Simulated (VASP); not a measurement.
The input files of a VASP run:

INCAR:
```
! general
SYSTEM   =  GaN
PREC     =  Accurate
ENCUT    =  600
LREAL    =  .False.   ! projection in real space or not
LASPH    =  .True.   ! aspherical one-centre terms

! electronic loop
EDIFF    =  1E-7   ! SCF stop (eV)
NELM     =  100
ALGO     =  Normal   ! blocked Davidson
LMAXMIX  =  4   ! l cut-off of mixed one-centre charges
LMIXTAU  =  .True.

! smearing
ISMEAR   =  0
SIGMA    =  0.05

! functional
METAGGA  =  R2SCAN

! ions
IBRION   =  2   ! conjugate gradients
NSW      =  40
ISIF     =  3
EDIFFG   =  -0.01   ! ionic stop
PSTRESS  =  200

! output
LWAVE    =  .False.
LCHARG   =  .False.
```

### POSCAR
```
GaN
1
    1.5501232717    -2.6848922257     0.0000000000
    1.5501232717     2.6848922257     0.0000000000
    0.0000000000     0.0000000000     5.0464294294
Ga N
2 2
Direct
  0.6666670000   0.3333330000   0.5001714722
  0.3333330000   0.6666670000   0.0001714722
  0.6666670000   0.3333330000   0.8768285278
  0.3333330000   0.6666670000   0.3768285278
```

**KPOINTS**
```
Automatic mesh
0
G
  8 8 4
```

POTCAR, in this order: Ga_d N (PBE.64 set). Program: vasp_std.

### Question
Translate this r2SCAN calculation to Ansatz.

### Answer
One equivalent input (not run):
Ansatz 0.2 input:
```yaml
crystal:
  lattice:
    - [1.5501233, -2.6848922, 0.0000000]
    - [1.5501233, 2.6848922, 0.0000000]
    - [0.0000000, 0.0000000, 5.0464294]
  atoms:
    - { symbol: Ga, position: [0.6666670, 0.3333330, 0.5001715] }
    - { symbol: Ga, position: [0.3333330, 0.6666670, 0.0001715] }
    - { symbol: N, position: [0.6666670, 0.3333330, 0.8768285] }
    - { symbol: N, position: [0.3333330, 0.6666670, 0.3768285] }
kpoints:
  mp_grid: { grid: [8, 8, 4] }
hamiltonian:
  xc: r2scan
  pseudopotentials: { kind: paw }
scf:
  occupations: { method: gaussian, width: 0.05 }
  max_iter: 100
relax:
  max_steps: 40
  f_tol: 0.01
  cell: { p_target: 20 }
output: { forces: true, stress: true, eigenvalues: true }
```
Limits of the translation: each code has its own PAW files, so the cut-off isn't converted (ENCUT is set for VASP's; basis.ecutwfc is left out, and Ansatz then takes the one that its files recommend); Ansatz stops its SCF on the density residual and VASP on the energy change (EDIFF).

The compound is GaN in the wurtzite structure. It was relaxed first under an external pressure of 20 GPa.
